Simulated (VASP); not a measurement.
## FeGe: the relaxed cell at several levels

How close do the usual functionals, with and without dispersion, come to the cell of FeGe? The levels: LDA, PBEsol, PBE, r2SCAN, PBE + D3(BJ), r2SCAN + rVV10, BLYP + D3(BJ) and RPBE. The start is a cell from a database of measured crystal structures.

Calculated with VASP 6.6.1; LDA, spin-polarised from a ferromagnetic start; plane waves and PAW (Fe, Ge_d), in the first sound run; inputs show where later runs differ.

**What experiment says.**

For FeGe, cubic B20 (bulk, quoted from earlier work, 290 K), “Chiral magnetic excitations in FeGe films” (2016, arxiv:1608.03582) quotes earlier work: lattice constant a (bulk cubic lattice constant) 4.701 Å [Literature value cited for bulk FeGe].

Report form: the programs' logs are mostly left out.

The database entry behind the starting cell differs from later determinations by our own check (about 0.2 % short), so it need not match the best structure at ambient conditions.

**1. The starting structure**

Before any relaxation, the start is as follows. Symmetry: P2_13, No. 198, cubic system. The conventional cell has a = 4.689 Å, b = 4.689 Å, c = 4.689 Å, α = 90.00°, β = 90.00°, γ = 90.00°. Fe has 7 Ge at 2.38 to 2.64 Å nearest. Ge has 7 Fe at 2.38 to 2.64 Å nearest. Farther neighbours are not listed.

Structure file:

```cif
data_structure
_symmetry_space_group_name_H-M 'P 1'
_symmetry_Int_Tables_number 1
_cell_length_a 4.6890
_cell_length_b 4.6890
_cell_length_c 4.6890
_cell_angle_alpha 90.000
_cell_angle_beta 90.000
_cell_angle_gamma 90.000
_cell_volume 103.10
loop_
_atom_site_label
_atom_site_type_symbol
_atom_site_fract_x
_atom_site_fract_y
_atom_site_fract_z
_atom_site_occupancy
Fe1 Fe 0.13500 0.13500 0.13500 1
Fe2 Fe 0.36500 0.86500 0.63500 1
Fe3 Fe 0.63500 0.36500 0.86500 1
Fe4 Fe 0.86500 0.63500 0.36500 1
Ge5 Ge 0.84200 0.84200 0.84200 1
Ge6 Ge 0.65800 0.15800 0.34200 1
Ge7 Ge 0.34200 0.65800 0.15800 1
Ge8 Ge 0.15800 0.34200 0.65800 1
```

**2. Relaxation with LDA**

Properties are meant for the cell that this level of theory prefers, so cell and atoms are relaxed first (ISIF = 3) until forces and stress are small; EDIFFG sets the threshold. LDA, the lowest rung, knows the local density alone.

Contents of INCAR:

```
SYSTEM = FeGe
PREC = Accurate
ENCUT = 520
EDIFF = 1E-06
NELM = 100
ISMEAR = -1
SIGMA = 0.05
LREAL = .FALSE.
ALGO = Normal
GGA = CA
NBANDS = 65
ISPIN = 2
MAGMOM = 3 3 3 3 0 0 0 0
LASPH = .TRUE.
LMAXMIX = 4
LORBIT = 11
LWAVE = .FALSE.
LCHARG = .FALSE.
KPAR = 8
IBRION = 2
NSW = 60
ISIF = 3
EDIFFG = -0.01
```

Contents of POSCAR:

```
FeGe
1.0
    4.6890000000      0.0000000000      0.0000000000
    0.0000000000      4.6890000000      0.0000000000
    0.0000000000      0.0000000000      4.6890000000
Fe Ge
4 4
Direct
    0.1350000000      0.1350000000      0.1350000000
    0.3650000000      0.8650000000      0.6350000000
    0.6350000000      0.3650000000      0.8650000000
    0.8650000000      0.6350000000      0.3650000000
    0.8420000000      0.8420000000      0.8420000000
    0.6580000000      0.1580000000      0.3420000000
    0.3420000000      0.6580000000      0.1580000000
    0.1580000000      0.3420000000      0.6580000000
```

Contents of KPOINTS:

```
Automatic mesh
0
Gamma
5 5 5
0 0 0
```

Potentials, in the order of the species: Fe and Ge_d (PBE family, release 64).

The run is started by

```console
$ mpirun -np 8 vasp_std
```

Run time: 1.7 min. Hardware: 8 MPI ranks of Intel Xeon 6975P-C (Granite Rapids), shared host; peak memory 2.5 GiB.

The moments of the start collapse, so the state is non-magnetic; other starts or orders were not tried. The gap is read on the k-mesh alone, so it is an upper bound where the band edges lie off the mesh. The PAW data sets were made with PBE, though LDA sets exist; this is a small mismatch. After so large a change of volume the plane waves of the start cell no longer fit, so the final stress carries a basis-set error. The run keeps the 12 symmetry operations of its start, so it cannot find a distortion of lower symmetry.

Relaxation path:

| step | energy less that of the first step (eV) | largest force (eV/Å) | pressure (GPa) | volume (Å³) |
| --- | --- | --- | --- | --- |
| 1 | 0.0000 | 0.2101 | -14.61 | 103.10 |
| 2 | 0.0531 | 0.5930 | 22.32 | 86.54 |
| 3 | -0.4207 | 0.3539 | -1.36 | 94.42 |
| 4 | -0.4231 | 0.3442 | -0.18 | 93.89 |
| 5 | -0.4230 | 0.3430 | 0.34 | 93.71 |
| 6 | -0.4366 | 0.0933 | 0.81 | 93.54 |
| 7 | -0.4374 | 0.0133 | 0.96 | 93.48 |
| 8 | -0.4369 | 0.0465 | -0.93 | 94.38 |
| 9 | -0.4387 | 0.0170 | -0.08 | 93.87 |
| 10 | -0.4387 | 0.0152 | 0.21 | 93.84 |
| 11 | -0.4387 | 0.0168 | 0.00 | 93.86 |
| 12 | -0.4388 | 0.0107 | 0.05 | 93.87 |
| 13 | -0.4388 | 0.0032 | 0.00 | 93.89 |

| conventional cell, symmetrised | before | after | change |
| --- | --- | --- | --- |
| a (Å) | 4.689 | 4.545 | -3.1 % |
| b (Å) | 4.689 | 4.545 | -3.1 % |
| c (Å) | 4.689 | 4.545 | -3.1 % |
| volume (Å³/atom) | 12.89 | 11.74 | -8.9 % |

The atoms that moved most (Å, as changes of fractional coordinates times the final cell):

| atom | dx | dy | dz | length |
| --- | --- | --- | --- | --- |
| Ge7 | -0.015 | 0.015 | 0.015 | 0.025 |
| Ge8 | 0.015 | -0.015 | 0.015 | 0.025 |
| Ge6 | 0.015 | 0.015 | -0.015 | 0.025 |
| Ge5 | -0.015 | -0.015 | -0.015 | 0.025 |

Final coordinates:

```
Fe Ge
1.0
     4.54512    0.00000    0.00000
     0.00000    4.54512    0.00000
     0.00000    0.00000    4.54512
Fe Ge
4 4
Direct
  0.13478 0.13478 0.13478
  0.36522 0.86522 0.63478
  0.63478 0.36522 0.86522
  0.86522 0.63478 0.36522
  0.83877 0.83877 0.83877
  0.66123 0.16123 0.33877
  0.33877 0.66123 0.16123
  0.16123 0.33877 0.66123
```

This step gave:

| Property | Result |
| --- | --- |
| electrons | 88 |
| bands | 65 |
| irreducible k-points | 11 |
| symmetry operations | 12 |
| free energy (TOTEN) | -60.0220 eV |
| energy at zero smearing | -59.9898 eV |
| Fermi energy | 8.653 eV |
| pressure | 2.91e-4 GPa |
| metallic | no |
| valence top at k | 0.2, 0, 0 |
| conduction bottom at k | 0.4, 0.2, 0 |
| least direct gap at k | 0.4, 0.2, 0 |
| SCF cycles over all ionic steps | 99 |
| gap on the k-mesh | 0.1014 eV |
| least direct gap on the k-mesh | 0.1485 eV |

The spin moment in the PAW sphere vanishes on all atoms.

It ends with a largest force of 0.003 eV/Å and a pressure of 0.00 GPa. The volume lies -8.9 % from that of the database's start, which holds the thermal and zero-point expansion of its experiment. LDA is known to overbind. The conventional cell has a = 4.545 Å. The moments are lost on the way, which shrinks a magnet's cell; a magnetic solution may have been missed.

**3. Relaxation with PBEsol**

This step: PBEsol, spin-polarised from a ferromagnetic start; plane waves and PAW (Fe, Ge_d) (VASP 6.6.1).

PBEsol restores the gradient expansion of exchange and is tuned for the cells of solids.

Edit INCAR of step 2 so:

```diff
@@ -9,3 +9,3 @@
 ALGO = Normal
-GGA = CA
+GGA = PS
 NBANDS = 65
```

POSCAR is that of step 2.

KPOINTS is that of step 2.

The run is started by

```console
$ mpirun -np 8 vasp_std
```

Elapsed: 97 s, on 8 MPI ranks; peak memory 2.9 GiB.

The magnetic state follows from one typed start and may not be the lowest. The k-mesh is coarse for a metal. The PAW data sets were made with PBE, which is usual practice but a small mismatch for other functionals.

Step by step:

| step | energy less that of the first step (eV) | largest force (eV/Å) | pressure (GPa) | volume (Å³) |
| --- | --- | --- | --- | --- |
| 1 | 0.0000 | 0.1233 | -9.66 | 103.10 |
| 2 | 0.0424 | 0.4256 | 13.12 | 91.93 |
| 3 | -0.1782 | 0.1114 | -0.04 | 97.59 |
| 4 | -0.1800 | 0.0675 | -0.13 | 97.52 |
| 5 | -0.1809 | 0.0268 | -0.11 | 97.44 |
| 6 | -0.1810 | 0.0335 | -0.10 | 97.41 |
| 7 | -0.1812 | 0.0101 | 0.00 | 97.28 |
| 8 | -0.1812 | 0.0046 | 0.29 | 97.25 |
| 9 | -0.1812 | 0.0089 | -0.01 | 97.27 |

| conventional cell, symmetrised | before | after | change |
| --- | --- | --- | --- |
| a (Å) | 4.689 | 4.599 | -1.9 % |
| b (Å) | 4.689 | 4.599 | -1.9 % |
| c (Å) | 4.689 | 4.599 | -1.9 % |
| volume (Å³/atom) | 12.89 | 12.16 | -5.6 % |

The atoms that moved most (Å, as changes of fractional coordinates times the final cell):

| atom | dx | dy | dz | length |
| --- | --- | --- | --- | --- |
| Fe2 | -0.006 | -0.006 | 0.006 | 0.010 |
| Fe3 | 0.006 | -0.006 | -0.006 | 0.010 |
| Fe4 | -0.006 | 0.006 | -0.006 | 0.010 |
| Fe1 | 0.006 | 0.006 | 0.006 | 0.010 |

Final coordinates:

```xyz
8
Lattice="4.5990 0.0000 0.0000 0.0000 4.5990 0.0000 0.0000 0.0000 4.5990" Properties=species:S:1:pos:R:3 pbc="T T T"
Fe    0.6268    0.6268    0.6268
Fe    1.6727    3.9722    2.9263
Fe    2.9263    1.6727    3.9722
Fe    3.9722    2.9263    1.6727
Ge    3.8718    3.8718    3.8718
Ge    3.0267    0.7272    1.5723
Ge    1.5723    3.0267    0.7272
Ge    0.7272    1.5723    3.0267
```

Numbers from this step:

* free energy (TOTEN): -57.0911 eV
* energy at zero smearing: -57.0639 eV
* Fermi energy: 8.503 eV
* pressure: -0.008018 GPa
* moment of the cell, from the last line of the log: 4.060 μB
* metallic: yes
* SCF cycles over all ionic steps: 73

Spin moment in the PAW sphere by atom:

| atom | spin moment in the PAW sphere (μB) |
| --- | --- |
| Fe1 | 1.10 |
| Fe2 | 1.10 |
| Fe3 | 1.10 |
| Fe4 | 1.10 |
| Ge5 | -0.07 |
| Ge6 | -0.07 |
| Ge7 | -0.07 |
| Ge8 | -0.07 |

It ends at 12.16 Å³/atom, -5.6 % from the start, with -0.01 GPa left. The conventional cell has a = 4.599 Å. The largest moment is 1.10 μB.

**4. Relaxation with PBE**

This step: PBE, spin-polarised from a ferromagnetic start; plane waves and PAW (Fe, Ge_d) (VASP 6.6.1).

PBE, the usual starting point, adds the gradient of the density.

Edit INCAR of step 3 so:

```diff
@@ -9,3 +9,3 @@
 ALGO = Normal
-GGA = PS
+GGA = PE
 NBANDS = 65
```

POSCAR is that of step 3.

KPOINTS is that of step 3.

The run is started by

```console
$ mpirun -np 8 vasp_std
```

The job ended after 64 s (8 MPI ranks; peak memory 2.9 GiB; 8 min of CPU time).

The steps of the relaxation:

| step | energy less that of the first step (eV) | largest force (eV/Å) | pressure (GPa) | volume (Å³) |
| --- | --- | --- | --- | --- |
| 1 | 0.0000 | 0.0551 | -2.47 | 103.10 |
| 2 | -0.0004 | 0.0716 | 2.39 | 100.16 |
| 3 | -0.0119 | 0.0214 | 0.02 | 101.63 |
| 4 | -0.0119 | 0.0222 | -0.25 | 101.66 |
| 5 | -0.0120 | 0.0101 | 0.09 | 101.63 |
| 6 | -0.0120 | 0.0077 | -0.01 | 101.62 |

| conventional cell, symmetrised | before | after | change |
| --- | --- | --- | --- |
| a (Å) | 4.689 | 4.667 | -0.5 % |
| b (Å) | 4.689 | 4.667 | -0.5 % |
| c (Å) | 4.689 | 4.667 | -0.5 % |
| volume (Å³/atom) | 12.89 | 12.70 | -1.4 % |

Final coordinates:

```cif
data_structure
_symmetry_space_group_name_H-M 'P 1'
_symmetry_Int_Tables_number 1
_cell_length_a 4.6666
_cell_length_b 4.6666
_cell_length_c 4.6666
_cell_angle_alpha 90.000
_cell_angle_beta 90.000
_cell_angle_gamma 90.000
_cell_volume 101.62
loop_
_atom_site_label
_atom_site_type_symbol
_atom_site_fract_x
_atom_site_fract_y
_atom_site_fract_z
_atom_site_occupancy
Fe1 Fe 0.13490 0.13490 0.13490 1
Fe2 Fe 0.36510 0.86510 0.63490 1
Fe3 Fe 0.63490 0.36510 0.86510 1
Fe4 Fe 0.86510 0.63490 0.36510 1
Ge5 Ge 0.84176 0.84176 0.84176 1
Ge6 Ge 0.65824 0.15824 0.34176 1
Ge7 Ge 0.34176 0.65824 0.15824 1
Ge8 Ge 0.15824 0.34176 0.65824 1
```

It ends at 12.70 Å³/atom, -1.4 % from the start, with -0.01 GPa left. The conventional cell has a = 4.667 Å. Against its usual tendency, PBE gives a cell smaller than the listed one. The largest moment is 1.17 μB.

**5. Relaxation with r2SCAN**

This step: r2SCAN, spin-polarised from a ferromagnetic start; plane waves and PAW (Fe, Ge_d) (VASP 6.6.1).

r2SCAN adds the kinetic-energy density, costs more than a GGA and is run with LASPH.

Edit INCAR of step 4 so:

```diff
@@ -9,3 +9,4 @@
 ALGO = Normal
-GGA = PE
+METAGGA = R2SCAN
+LASPH = .TRUE.
 NBANDS = 65
@@ -13,3 +14,2 @@
 MAGMOM = 3 3 3 3 0 0 0 0
-LASPH = .TRUE.
 LMAXMIX = 4
```

POSCAR is that of step 4.

KPOINTS is that of step 4.

The run is started by

```console
$ mpirun -np 8 vasp_std
```

Wall time 3.3 min (8 MPI ranks); peak memory 3.1 GiB; 25 min of CPU time.

SCAN-type functionals tend to overstate the moments of itinerant magnets.

The steps of the relaxation:

| step | energy less that of the first step (eV) | largest force (eV/Å) | pressure (GPa) | volume (Å³) |
| --- | --- | --- | --- | --- |
| 1 | 0.0000 | 0.2523 | 1.37 | 103.10 |
| 2 | -0.0171 | 0.1119 | 0.10 | 104.75 |
| 3 | -0.0181 | 0.0738 | -0.29 | 105.21 |
| 4 | -0.0181 | 0.0689 | -0.34 | 105.26 |
| 5 | -0.0193 | 0.0115 | -0.01 | 104.95 |
| 6 | -0.0193 | 0.0075 | 0.15 | 104.92 |
| 7 | -0.0193 | 0.0097 | -0.05 | 104.94 |

| conventional cell, symmetrised | before | after | change |
| --- | --- | --- | --- |
| a (Å) | 4.689 | 4.717 | +0.6 % |
| b (Å) | 4.689 | 4.717 | +0.6 % |
| c (Å) | 4.689 | 4.717 | +0.6 % |
| volume (Å³/atom) | 12.89 | 13.12 | +1.8 % |

The atoms that moved most (Å, as changes of fractional coordinates times the final cell):

| atom | dx | dy | dz | length |
| --- | --- | --- | --- | --- |
| Ge5 | 0.012 | 0.012 | 0.012 | 0.021 |
| Ge8 | -0.012 | 0.012 | -0.012 | 0.021 |
| Ge6 | -0.012 | -0.012 | 0.012 | 0.021 |
| Ge7 | 0.012 | -0.012 | -0.012 | 0.021 |

Final coordinates:

```cif
data_structure
_symmetry_space_group_name_H-M 'P 1'
_symmetry_Int_Tables_number 1
_cell_length_a 4.7168
_cell_length_b 4.7168
_cell_length_c 4.7168
_cell_angle_alpha 90.000
_cell_angle_beta 90.000
_cell_angle_gamma 90.000
_cell_volume 104.94
loop_
_atom_site_label
_atom_site_type_symbol
_atom_site_fract_x
_atom_site_fract_y
_atom_site_fract_z
_atom_site_occupancy
Fe1 Fe 0.13459 0.13459 0.13459 1
Fe2 Fe 0.36541 0.86541 0.63459 1
Fe3 Fe 0.63459 0.36541 0.86541 1
Fe4 Fe 0.86541 0.63459 0.36541 1
Ge5 Ge 0.84453 0.84453 0.84453 1
Ge6 Ge 0.65547 0.15547 0.34453 1
Ge7 Ge 0.34453 0.65547 0.15547 1
Ge8 Ge 0.15547 0.34453 0.65547 1
```

Spin moment in the PAW sphere by atom:

| atom | spin moment in the PAW sphere (μB) |
| --- | --- |
| Fe1 | 2.23 |
| Fe2 | 2.23 |
| Fe3 | 2.23 |
| Fe4 | 2.23 |
| Ge5 | -0.13 |
| Ge6 | -0.13 |
| Ge7 | -0.13 |
| Ge8 | -0.13 |

It ends at 13.12 Å³/atom, +1.8 % from the start, with -0.05 GPa left. The conventional cell has a = 4.717 Å. The largest moment is 2.23 μB.

**6. Relaxation with PBE + D3(BJ)**

This step: PBE with D3(BJ), spin-polarised from a ferromagnetic start; plane waves and PAW (Fe, Ge_d) (VASP 6.6.1).

A dispersion term adds the long-range attraction that semilocal functionals lack. D3 with Becke-Johnson damping keeps a finite attraction at short range.

Edit INCAR of step 5 so:

```diff
@@ -9,4 +9,4 @@
 ALGO = Normal
-METAGGA = R2SCAN
-LASPH = .TRUE.
+GGA = PE
+IVDW = 12
 NBANDS = 65
@@ -14,2 +14,3 @@
 MAGMOM = 3 3 3 3 0 0 0 0
+LASPH = .TRUE.
 LMAXMIX = 4
```

POSCAR is that of step 5.

KPOINTS is that of step 5.

The run is started by

```console
$ mpirun -np 8 vasp_std
```

Run time: 1.8 min. Hardware: 8 MPI ranks; peak memory 3 GiB.

Dispersion corrections of this kind ignore metallic screening and tend to overbind metals.

It ends at 12.29 Å³/atom, -4.7 % from the start, with -0.08 GPa left. The conventional cell has a = 4.615 Å. The largest moment is 1.13 μB. Against plain PBE, the dispersion term moves a by -1.1 %.

**7. Relaxation with r2SCAN + rVV10**

This step: r2SCAN with rVV10, spin-polarised from a ferromagnetic start; plane waves and PAW (Fe, Ge_d) (VASP 6.6.1).

LUSE_VDW switches on a nonlocal correlation term for dispersion.

Edit INCAR of step 6 so:

```diff
@@ -9,4 +9,8 @@
 ALGO = Normal
-GGA = PE
-IVDW = 12
+METAGGA = R2SCAN
+LUSE_VDW = .TRUE.
+IVDW_NL = 2
+BPARAM = 11.95
+CPARAM = 0.0093
+LASPH = .TRUE.
 NBANDS = 65
@@ -14,3 +18,2 @@
 MAGMOM = 3 3 3 3 0 0 0 0
-LASPH = .TRUE.
 LMAXMIX = 4
```

POSCAR is that of step 6.

KPOINTS is that of step 6.

The run is started by

```console
$ mpirun -np 8 vasp_std
```

Run time: 5 min. Hardware: 8 MPI ranks; peak memory 4.6 GiB.

It ends at 12.90 Å³/atom, +0.1 % from the start, with -0.06 GPa left. The conventional cell has a = 4.691 Å. The largest moment is 2.14 μB. Against plain r2SCAN, the dispersion term moves a by -0.6 %.

**8. Relaxation with BLYP + D3(BJ)**

This step: BLYP with D3(BJ), spin-polarised from a ferromagnetic start; plane waves and PAW (Fe, Ge_d) (VASP 6.6.1).

BLYP comes from molecular chemistry and underbinds dense solids.

Contents of INCAR:

```
SYSTEM = FeGe
PREC = Accurate
ENCUT = 520
EDIFF = 1E-06
NELM = 100
ISMEAR = -1
SIGMA = 0.05
LREAL = .FALSE.
ALGO = Normal
GGA = B5
ALDAX = 1
AGGAX = 1
AGGAC = 1
ALDAC = 0
IVDW = 12
VDW_S6 = 1
VDW_S8 = 2.6996
VDW_A1 = 0.4298
VDW_A2 = 4.2359
NBANDS = 65
ISPIN = 2
MAGMOM = 3 3 3 3 0 0 0 0
LASPH = .TRUE.
LMAXMIX = 4
LORBIT = 11
LWAVE = .FALSE.
LCHARG = .FALSE.
KPAR = 8
IBRION = 2
NSW = 60
ISIF = 3
EDIFFG = -0.01
```

POSCAR is that of step 7.

KPOINTS is that of step 7.

The run is started by

```console
$ mpirun -np 8 vasp_std
```

Wall time 1.8 min (8 MPI ranks); peak memory 3 GiB; 14 min of CPU time.

It ends at 12.45 Å³/atom, -3.4 % from the start, with 0.13 GPa left. The conventional cell has a = 4.635 Å. The largest moment is 1.11 μB.

**9. Relaxation with RPBE**

This step: RPBE, spin-polarised from a ferromagnetic start; plane waves and PAW (Fe, Ge_d) (VASP 6.6.1).

RPBE by itself binds more weakly than PBE and expands cells.

Edit INCAR of step 8 so:

```diff
@@ -9,12 +9,3 @@
 ALGO = Normal
-GGA = B5
-ALDAX = 1
-AGGAX = 1
-AGGAC = 1
-ALDAC = 0
-IVDW = 12
-VDW_S6 = 1
-VDW_S8 = 2.6996
-VDW_A1 = 0.4298
-VDW_A2 = 4.2359
+GGA = RP
 NBANDS = 65
```

POSCAR is that of step 8.

KPOINTS is that of step 8.

The run is started by

```console
$ mpirun -np 8 vasp_std
```

Elapsed: 91 s, on 8 MPI ranks; peak memory 2.9 GiB; 12 min of CPU time.

Spin moment in the PAW sphere by atom:

| atom | spin moment in the PAW sphere (μB) |
| --- | --- |
| Fe1 | 1.24 |
| Fe2 | 1.24 |
| Fe3 | 1.24 |
| Fe4 | 1.24 |
| Ge5 | -0.09 |
| Ge6 | -0.09 |
| Ge7 | -0.09 |
| Ge8 | -0.09 |

It ends at 13.03 Å³/atom, +1.1 % from the start, with 0.04 GPa left. The conventional cell has a = 4.706 Å. The largest moment is 1.24 μB.

**10. The cells as a table**

This step: relaxed cells at several levels; plane waves and PAW (VASP 6.6.1).

This step runs nothing: it gathers the runs above.

Lengths are those of the conventional cell; cost is the wall time of each run, as given at its step, times its ranks, without the set-up around it. Results by level, by row:

| level | volume (Å³/atom) | change from the start (%) | a (Å) | largest site moment (μB) | cost (core minutes) |
| --- | --- | --- | --- | --- | --- |
| LDA | 11.74 | -8.9 | 4.545 | 0 | 13.3 |
| PBEsol | 12.16 | -5.6 | 4.599 | 1.104 | 12.9 |
| PBE | 12.7 | -1.4 | 4.667 | 1.17 | 8.53 |
| r2SCAN | 13.12 | 1.8 | 4.717 | 2.229 | 26.4 |
| PBE + D3(BJ) | 12.29 | -4.7 | 4.615 | 1.134 | 14.4 |
| r2SCAN + rVV10 | 12.9 | 0.1 | 4.691 | 2.14 | 40.1 |
| BLYP + D3(BJ) | 12.45 | -3.4 | 4.635 | 1.109 | 14 |
| RPBE | 13.03 | 1.1 | 4.706 | 1.24 | 12.1 |

**11. Summary of results**

```
volume, LDA            : 11.74 Å³/atom
volume, PBEsol         : 12.16 Å³/atom
volume, PBE            : 12.70 Å³/atom
volume, r2SCAN         : 13.12 Å³/atom
volume, PBE + D3(BJ)   : 12.29 Å³/atom
volume, r2SCAN + rVV10 : 12.90 Å³/atom
volume, BLYP + D3(BJ)  : 12.45 Å³/atom
volume, RPBE           : 13.03 Å³/atom
```

**Reading.** For FeGe the levels give volumes between 11.74 Å³/atom (LDA) and 13.12 Å³/atom (r2SCAN), a spread of 11.8 %, while the cost of the finished runs spans a factor of 4.7. Within 1 % of experiment on every length: PBE, r2SCAN, r2SCAN + rVV10 and RPBE. The nearest, RPBE, is among the cheap ones. Thermal and zero-point expansion, often some tenths of a per cent in length, bear on this order: with the measured lengths lowered by an assumed 0.4 % the nearest becomes r2SCAN + rVV10. The costs hold the number of ionic steps as well as the price of the functional. SCAN-type functionals tend to overstate the moments of itinerant magnets. r2SCAN and r2SCAN + rVV10 ended with a moment of the cell far from the others (8.0 and 7.6 against about 4.2 μB), so in another magnetic state, which bears on the volume. LDA ended without moments and the others with them, so the comparison mixes magnetic states. The closing table has room for seven levels; BLYP + D3(BJ) stands in the table of levels alone. Adding D3(BJ) to PBE changes the volume by -3.3 % (a by -1.1 %). Adding rVV10 to r2SCAN changes the volume by -1.7 % (a by -0.6 %). Within 0.02 Å all end in space group P2_13; the runs can't lower the symmetry of the start. The k-sampling is coarse for a metal, so the Fermi level, moments, pressures and the shape of the cell carry errors. Only the typed magnetic starts were tried, so the magnetic ground state may differ and with it the other results. The largest site moment differs between levels, from 0.00 μB (LDA) to 2.23 μB (r2SCAN); larger moments and larger volumes go together in magnets, so the two can't be judged apart. Each is a single relaxation on the plane waves of the start cell, so larger changes of volume carry a basis-set error that was not tested here.

Computed beside measured:

| quantity | measured | LDA | PBEsol | PBE | r2SCAN | PBE + D3(BJ) | r2SCAN + rVV10 | RPBE |
| --- | --- | --- | --- | --- | --- | --- | --- | --- |
| lattice constant a (Å) | 4.701 | 4.545 (-3.3 %) | 4.599 (-2.2 %) | 4.667 (-0.7 %) | 4.717 (+0.3 %) | 4.615 (-1.8 %) | 4.691 (-0.2 %) | 4.706 (+0.1 %) |

Measured values from arxiv:1608.03582 (2016).

**Verdict.** For the lattice constant a, of the levels listed nearest comes RPBE (+0.1 %) and farthest LDA (-3.3 %). The magnetic state of these runs (an ordered one) need not be that of the sample, so the match is not graded. For lattice constants the calculation has a static lattice, without zero-point motion or thermal expansion (measured at up to 290 K).

[Lines on the potential files, build, host, timing and source positions are cut from VASP's logs without a mark.]

[Logs are printed without paths, hosts, clocks, repeated set-up lines and the standing remarks that a program may print on its own settings, such as how far it seeks lower states.]

[Hosts, paths, dates, database ids (printed as entryN), source tags and the programs' standing remarks are cut or masked in the printed files.]

[A measured line is paired with the nearest computed mode of its activity, which favours agreement.]
